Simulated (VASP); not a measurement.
```xyz
3
Lattice="1.9202 -3.3259 0.0000 1.9202 3.3259 0.0000 0.0000 0.0000 6.0129" Properties=species:S:1:pos:R:3 pbc="T T T"
Sn     0.0000     0.0000     0.0000
Se     1.9202     1.1086     1.5927
Se     1.9202    -1.1086     4.4202
```

All values below come from PBE GGA with D4 dispersion, VASP's PBE PAW potentials (set 64) (plane waves; VASP). Run with 520 eV cut-off, 8×8×4 Γ-centred mesh, tetrahedra with Blöchl corrections, potentials Sn_d Se.

The cores are frozen, which limits the accuracy of field gradients.

Question: Give the principal components of the electric field gradient (V/Å²) and the asymmetry η at each nucleus.

Answer: 
```
atom   Vxx   Vyy    Vzz     η
----  ----  ----  -----  ----
Sn1   -1.8  -1.8    3.6  0.00
Se2   28.2  28.2  -56.3  0.00
Se3   28.2  28.2  -56.3  0.00
```

The compound is SnSe2 in the 1T layered structure. It was relaxed first.
